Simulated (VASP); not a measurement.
Input:

```yaml
crystal:
  lattice:
    - [-1.62424, 1.62424, 3.96203]
    - [1.62424, -1.62424, 3.96203]
    - [1.62424, 1.62424, -3.96203]
  atoms:
    - { symbol: Si, position: [0.66457, 0.66457, 0.00000] }
    - { symbol: Si, position: [0.33543, 0.33543, 0.00000] }
    - { symbol: Mo, position: [0.00000, 0.00000, 0.00000] }
```

All values below come from PBE GGA, VASP's PBE PAW potentials (set 64) (plane waves; VASP). Settings: 300 eV cut-off, 11×11×11 Γ-centred mesh, Fermi-Dirac smearing of 0.10 eV, potentials Si Mo_sv.

At this cut-off the stress carries a Pulay error, which pulls relaxed volumes low.

Problem. Give the stress tensor in GPa (positive for a compressed cell).

Solution. 
```
-5.31   0.00   0.00
 0.00  -5.31   0.00
 0.00   0.00  -4.66
```
The pressure is its mean diagonal, -5.09 GPa.

The structure comes from a computed database's Si2Mo entry; how it stands against other phases isn't given here. The cell was not relaxed at this level.
